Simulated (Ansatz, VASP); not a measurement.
# ZnO (zincite) in two plane-wave programs, part 3 of 3

One calculation is typed for both programs; each brings its own data sets. How far apart do they land? The cell is taken from a series of runs on this material, whose earlier steps may have relaxed, scaled, displaced or heated it; both programs get it as it stands.

VASP 6.6.1 and Ansatz 0.2.0.

So far: Starting point; Ansatz: zone-centre phonons, PBE; VASP: zone-centre phonons, PBE.

## Step 3: VASP: zone-centre phonons, PBE (continued)

Level of this step: PBE; plane waves and PAW (O, Zn) (VASP).

Numbers of over 12 decimals in the logs are rounded to 6 here.

Parts of OUTCAR (step 3):

```text
ion  position               nearest neighbor table
   1  0.667  0.333  0.379-   3 2.01   3 2.01   3 2.01   4 2.02
   2  0.333  0.667  0.879-   4 2.01   4 2.01   4 2.01   3 2.02
   3  0.333  0.667  0.500-   1 2.01   1 2.01   1 2.01   2 2.02
   4  0.667  0.333  1.000-   2 2.01   2 2.01   2 2.01   1 2.02

  LATTYP: Found a hexagonal cell.
 ALAT       =     3.3014744294
 C/A-ratio  =     1.6143910764

 Subroutine GETGRP returns: Found 12 space group operations
 (whereof  6 operations were pure point group operations)

The static configuration has the point symmetry C_3v.
 The point group associated with its full space group is C_6v.

 Found    162 irreducible k-points:

   k-points           NKPTS =    162   k-points in BZ     NKDIM =    162   number of bands    NBANDS=     24

   dimension x,y,z NGX =    28 NGY =   28 NGZ =   48
   dimension x,y,z NGXF=    56 NGYF=   56 NGZF=   96

   ENCUT  =  600.0 eV  44.10 Ry    6.64 a.u.   6.59  6.59 10.65*2*pi/ulx,y,z

   NELECT =      36.0000    total number of electrons

 k-points in reciprocal lattice and weights: Automatic mesh
   0.00000000  0.00000000  0.00000000       0.000
   0.06666667  0.00000000  0.00000000       0.003
   0.13333333  0.00000000  0.00000000       0.003
   0.20000000  0.00000000  0.00000000       0.003
   0.26666667  0.00000000  0.00000000       0.003
   0.33333333  0.00000000  0.00000000       0.003
   0.40000000 -0.00000000  0.00000000       0.003
   0.46666667  0.00000000  0.00000000       0.003
   0.06666667  0.06666667  0.00000000       0.003
[...]
-1.650737215  2.859160726  0.000000000     0.000000000  0.349752986  0.000000000
     0.000000000  0.000000000  5.329870858     0.000000000  0.000000000  0.187621807

 POSITION                                       TOTAL-FORCE (eV/Angst)
 -----------------------------------------------------------------------------------
      1.65074      0.95305      2.02018         0.000000      0.000000     -0.000506
     -0.00000      1.90611      4.68512         0.000000      0.000000     -0.000506
     -0.00000      1.90611      2.66483        -0.000000      0.000000      0.000506
      1.65074      0.95305      5.32976        -0.000000      0.000000      0.000506
 -----------------------------------------------------------------------------------
    total drift:                                0.000000      0.000000      0.000494

 MACROSCOPIC STATIC DIELECTRIC TENSOR (including local field effects in DFT)
 ------------------------------------------------------
           5.408225     0.000000     0.000000
           0.000000     5.408225     0.000000
           0.000000     0.000000     5.401161
 ------------------------------------------------------

 PIEZOELECTRIC TENSOR (including local field effects)  for field in x, y, z        (C/m^2)
          XX          YY          ZZ          XY          YZ          ZX
  --------------------------------------------------------------------------------
  x     0.00000    -0.00000     0.00000     0.00000     0.00000     0.41071
  y    -0.00000    -0.00000     0.00000     0.00000     0.41071     0.00000
  z     0.39318     0.39318    -0.78904     0.00000     0.00000     0.00000

 BORN EFFECTIVE CHARGES (including local field effects) (in |e|, cummulative output)
 ---------------------------------------------------------------------------------
 ion    1
    1    -2.13766     0.00000    -0.00000
    2    -0.00000    -2.13766    -0.00000
    3     0.00000     0.00000    -2.19185
 ion    2
    1    -2.13766     0.00000    -0.00000
    2     0.00000    -2.13766     0.00000
    3     0.00000     0.00000    -2.19185
 ion    3
    1     2.13766     0.00000     0.00000
    2     0.00000     2.13766     0.00000
    3     0.00000    -0.00000     2.19185
 ion    4
    1     2.13766     0.00000     0.00000
    2    -0.00000     2.13766     0.00000
    3     0.00000     0.00000     2.19185

 Eigenvectors and eigenvalues of the dynamical matrix
 ----------------------------------------------------

   1 f  =   15.010079 THz    94.311110 2PiTHz  500.682351 cm-1    62.076672 meV
             X         Y         Z           dx          dy          dz
      1.650737  0.953054  2.020182    -0.000000   -0.000000   -0.703554
     -0.000000  1.906107  4.685117     0.000000    0.000000    0.703554
     -0.000000  1.906107  2.664828     0.000000    0.000000   -0.070791
      1.650737  0.953054  5.329763    -0.000000   -0.000000    0.070791

   2 f  =   11.632358 THz    73.088262 2PiTHz  388.013703 cm-1    48.107546 meV
             X         Y         Z           dx          dy          dz
      1.650737  0.953054  2.020182     0.658417    0.000000   -0.000000
     -0.000000  1.906107  4.685117    -0.658417   -0.000000    0.000000
     -0.000000  1.906107  2.664828    -0.257850   -0.000000   -0.000000
      1.650737  0.953054  5.329763     0.257850    0.000000    0.000000

   3 f  =   11.632358 THz    73.088262 2PiTHz  388.013703 cm-1    48.107546 meV
             X         Y         Z           dx          dy          dz
      1.650737  0.953054  2.020182     0.000000   -0.658417    0.000000
     -0.000000  1.906107  4.685117    -0.000000    0.658417   -0.000000
     -0.000000  1.906107  2.664828    -0.000000    0.257850   -0.000000
      1.650737  0.953054  5.329763     0.000000   -0.257850   -0.000000

   4 f  =   10.742265 THz    67.495640 2PiTHz  358.323384 cm-1    44.426417 meV
             X         Y         Z           dx          dy          dz
      1.650737  0.953054  2.020182     0.633835    0.000115    0.000000
     -0.000000  1.906107  4.685117     0.633835    0.000115    0.000000
     -0.000000  1.906107  2.664828    -0.313453   -0.000057   -0.000000
      1.650737  0.953054  5.329763    -0.313453   -0.000057   -0.000000

   5 f  =   10.742265 THz    67.495640 2PiTHz  358.323384 cm-1    44.426417 meV
             X         Y         Z           dx          dy          dz
      1.650737  0.953054  2.020182     0.000115   -0.633835   -0.000000
     -0.000000  1.906107  4.685117     0.000115   -0.633835   -0.000000
     -0.000000  1.906107  2.664828    -0.000057    0.313453    0.000000
      1.650737  0.953054  5.329763    -0.000057    0.313453    0.000000

   6 f  =   10.147853 THz    63.760843 2PiTHz  338.495954 cm-1    41.968131 meV
             X         Y         Z           dx          dy          dz
      1.650737  0.953054  2.020182    -0.000000   -0.000000    0.633595
     -0.000000  1.906107  4.685117    -0.000000   -0.000000    0.633595
     -0.000000  1.906107  2.664828     0.000000    0.000000   -0.313938
      1.650737  0.953054  5.329763    -0.000000   -0.000000   -0.313938

   7 f  =    7.266789 THz    45.658582 2PiTHz  242.393988 cm-1    30.053011 meV
             X         Y         Z           dx          dy          dz
      1.650737  0.953054  2.020182    -0.000000    0.000000   -0.070791
     -0.000000  1.906107  4.685117    -0.000000    0.000000    0.070791
     -0.000000  1.906107  2.664828     0.000000   -0.000000    0.703554
      1.650737  0.953054  5.329763    -0.000000    0.000000   -0.703554

   8 f  =    2.742358 THz    17.230745 2PiTHz   91.475222 cm-1    11.341477 meV
             X         Y         Z           dx          dy          dz
      1.650737  0.953054  2.020182     0.257850    0.000031    0.000000
     -0.000000  1.906107  4.685117    -0.257850   -0.000031   -0.000000
     -0.000000  1.906107  2.664828     0.658417    0.000078    0.000000
      1.650737  0.953054  5.329763    -0.658417   -0.000078    0.000000

   9 f  =    2.742358 THz    17.230745 2PiTHz   91.475222 cm-1    11.341477 meV
             X         Y         Z           dx          dy          dz
      1.650737  0.953054  2.020182     0.000031   -0.257850    0.000000
     -0.000000  1.906107  4.685117    -0.000031    0.257850    0.000000
     -0.000000  1.906107  2.664828     0.000078   -0.658417    0.000000
      1.650737  0.953054  5.329763    -0.000078    0.658417    0.000000

  10 f/i=    0.001070 THz     0.006722 2PiTHz    0.035684 cm-1     0.004424 meV
             X         Y         Z           dx          dy          dz
      1.650737  0.953054  2.020182    -0.293583   -0.109826    0.000000
     -0.000000  1.906107  4.685117    -0.293583   -0.109826    0.000000
     -0.000000  1.906107  2.664828    -0.593657   -0.222079    0.000000
      1.650737  0.953054  5.329763    -0.593657   -0.222079    0.000000

  11 f/i=    0.001070 THz     0.006722 2PiTHz    0.035684 cm-1     0.004424 meV
             X         Y         Z           dx          dy          dz
      1.650737  0.953054  2.020182    -0.109826    0.293583    0.000000
     -0.000000  1.906107  4.685117    -0.109826    0.293583    0.000000
     -0.000000  1.906107  2.664828    -0.222079    0.593657    0.000000
      1.650737  0.953054  5.329763    -0.222079    0.593657    0.000000

  12 f/i=    0.006766 THz     0.042515 2PiTHz    0.225703 cm-1     0.027984 meV
             X         Y         Z           dx          dy          dz
      1.650737  0.953054  2.020182     0.000000   -0.000000    0.313938
     -0.000000  1.906107  4.685117     0.000000   -0.000000    0.313938
     -0.000000  1.906107  2.664828     0.000000   -0.000000    0.633595
      1.650737  0.953054  5.329763     0.000000   -0.000000    0.633595

 MACROSCOPIC STATIC DIELECTRIC TENSOR IONIC CONTRIBUTION
 ------------------------------------------------------
           5.416582     0.000000     0.000000
           0.000000     5.416582    -0.000000
           0.000000    -0.000000     6.373910
 ------------------------------------------------------

 ELASTIC MODULI CONTR FROM IONIC RELAXATION (kBar)
 Direction    XX          YY          ZZ          XY          YZ          ZX
 --------------------------------------------------------------------------------
 XX        -489.1730    211.3694    273.9609     -0.0000      0.0000     -0.0000
 YY         211.3694   -489.1730    273.9609      0.0000     -0.0000      0.0000
 ZZ         273.9609    273.9609   -540.3428     -0.0000     -0.0000      0.0000
 XY          -0.0000      0.0000     -0.0000   -350.2712     -0.0000     -0.0000
 YZ           0.0000     -0.0000     -0.0000     -0.0000   -124.2906     -0.0000
 ZX          -0.0000      0.0000      0.0000      0.0000     -0.0000   -118.5149
 --------------------------------------------------------------------------------

 PIEZOELECTRIC TENSOR IONIC CONTR  for field in x, y, z        (C/m^2)
          XX          YY          ZZ          XY          YZ          ZX
  --------------------------------------------------------------------------------
  x    -0.00000     0.00000     0.00000     0.00000    -0.00000    -0.75391
  y     0.00000    -0.00000    -0.00000    -0.00000    -0.77207    -0.00000
  z    -0.88538    -0.88538     1.74626     0.00000     0.00000    -0.00000
```

With a direct gap this small, the dielectric response converges slowly with the mesh, so tensor and charges are uncertain; a mesh that holds the point of the least gap tends to give too large a tensor.

## Step 4: Differences

Known differences besides the potentials themselves: fixed occupations in Ansatz, narrow Gaussian smearing in VASP; VASP's response is taken on the typed mesh, Ansatz refines its own for the field response alone; the cutoff is 420 eV in Ansatz and 600 eV in VASP; VASP's log repeats an internal error in its field response. Total energies have different zeros and are not compared.

Compared:

```
                                     quantity  Ansatz   VASP  difference
                                        ε∞ xx    5.28   5.41     -2.32 %
                                        ε∞ yy    5.28   5.41     -2.32 %
                                        ε∞ zz    5.34   5.40     -1.12 %
 Born charge of O1 (mean of the diagonal) (e)   -2.15  -2.16        0.00
Born charge of Zn3 (mean of the diagonal) (e)    2.15   2.16        0.00
                   optical mode 1 to 2 (cm⁻¹)    92.9   91.5     +1.58 %
                        optical mode 3 (cm⁻¹)   240.2  242.4     -0.90 %
                        optical mode 4 (cm⁻¹)   330.7  338.5     -2.30 %
                   optical mode 5 to 6 (cm⁻¹)   351.0  358.3     -2.03 %
                   optical mode 7 to 8 (cm⁻¹)   380.1  388.0     -2.05 %
                        optical mode 9 (cm⁻¹)   495.7  500.7     -0.99 %
```

Modes are paired by rising frequency, not by their patterns, so a pair may set unlike modes beside each other; they are those without the splitting of longitudinal modes.

## Step 5: Summary of results

| Item | Value |
| --- | --- |
| r.m.s. difference of the optical zone-centre modes, each program's sorted by frequency (zone-centre phonons, PBE) | 6.0 cm⁻¹ |
| difference in ε∞ xx (zone-centre phonons, PBE) | -2.3 % |

What this shows: The r.m.s. difference of the optical zone-centre modes, each program's sorted by frequency is 6.0 cm⁻¹ (zone-centre phonons, PBE). Among the rows given in per cent, the largest difference of the zone-centre phonons, PBE pair is in ε∞ xx, -2.3 %. How closely two codes agree says nothing of how well the functional describes the real material.

[Lines on the potential files, build, host, timing and source positions are cut from VASP's logs without a mark.]

[Logs are printed without paths, hosts, clocks, repeated set-up lines and the standing remarks that a program may print on its own settings, such as how far it seeks lower states.]

[Hosts, paths, dates, database ids (printed as entryN), source tags and the programs' standing remarks are cut or masked in the printed files.]
